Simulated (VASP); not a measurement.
Sc (hcp): the bulk modulus from VASP (plane waves, PAW) at several levels of theory. Static lattice, third-order Birch-Murnaghan fit over five volumes.

| level | bulk modulus (GPa) |
|---|---|
| LDA | 62.4 |
| PBE | 54.4 |
| PBEsol | 57.9 |
| r2SCAN | 54.8 |

The cell of the LDA run:

```cif
data_Sc2
_chemical_formula_sum 'Sc2'
_space_group_name_H-M_alt 'P 1'
_space_group_IT_number 1
_cell_length_a 3.23728
_cell_length_b 3.23728
_cell_length_c 4.97919
_cell_angle_alpha 90.000
_cell_angle_beta 90.000
_cell_angle_gamma 120.000
loop_
_space_group_symop_operation_xyz
  'x, y, z'
loop_
_atom_site_label
_atom_site_type_symbol
_atom_site_fract_x
_atom_site_fract_y
_atom_site_fract_z
_atom_site_occupancy
Sc1 Sc 0.33333 0.66667 0.25000 1
Sc2 Sc 0.66667 0.33333 0.75000 1
```

Only levels that ran to the end are used. Left out are those held back, those with too coarse a band path, GW runs whose mesh misses a band edge, hybrids' fits of cells that aren't cubic and levels without matching references; a question may draw on a part of the rest.

The compound is Sc in the hcp structure.
